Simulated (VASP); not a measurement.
All values below come from RPBE GGA, VASP's PBE PAW potentials (set 64) (plane waves; VASP).

The input files of a VASP run:

**POSCAR**
```
LiCl
3.6369860
  0.0000000000   0.7071067001   0.7071067001
  0.7071067001   0.0000000000   0.7071067001
  0.7071067001   0.7071067001   0.0000000000
Li Cl
1 1
direct
  0.0000000000   0.0000000000   0.0000000000
  0.5000000000   0.5000000000   0.5000000000
```

INCAR:
```
LASPH=.True.
SIGMA=0.05   # width (eV)
ALGO=Normal   # blocked Davidson
LCHARG=.False.
ISMEAR=0   # Gaussian
EDIFF=1E-7
LWAVE=.False.
PREC=Accurate
LREAL=.False.   # projection in real space or not
NELM=100   # most electronic steps
ISIF=2
ENCUT=520
GGA=RP
SYSTEM=LiCl
```

**KPOINTS**
```
K-points
0
gamma
 9 9 9
0 0 0
```

POTCAR, in this order: Li_sv Cl (PBE.64 set). Program: vasp_std.

Question: Predict the energy per atom (σ→0), pressure, band gap (on the k-mesh).

Answer: 
The energy per atom (σ→0) comes out as -3.506 eV/atom and the band gap (on the k-mesh) is 6.55 eV. The pressure comes out as 18.8 kbar.

File OSZICAR:
```
...
DAV:   9    -0.701199037028E+01   -0.44447E-04   -0.35649E-04   905   0.164E-01    0.558E-02
DAV:  10    -0.701216528577E+01   -0.17492E-03   -0.38895E-04   679   0.178E-01    0.354E-02
DAV:  11    -0.701218134654E+01   -0.16061E-04   -0.94961E-06   957   0.300E-02    0.700E-03
DAV:  12    -0.701218500724E+01   -0.36607E-05   -0.12653E-06   709   0.108E-02    0.414E-03
DAV:  13    -0.701218430713E+01    0.70012E-06   -0.23139E-07   866   0.447E-03    0.445E-04
DAV:  14    -0.701218410058E+01    0.20655E-06   -0.36857E-09   364   0.716E-04    0.215E-04
DAV:  15    -0.701218403408E+01    0.66498E-07   -0.19337E-09   348   0.438E-04
   1 F= -.70121840E+01 E0= -.70121840E+01  d E =-.200744E-18
```

The compound is LiCl in the rock salt structure. This cell is one point of a volume scan, at 0.94 of the reference volume.
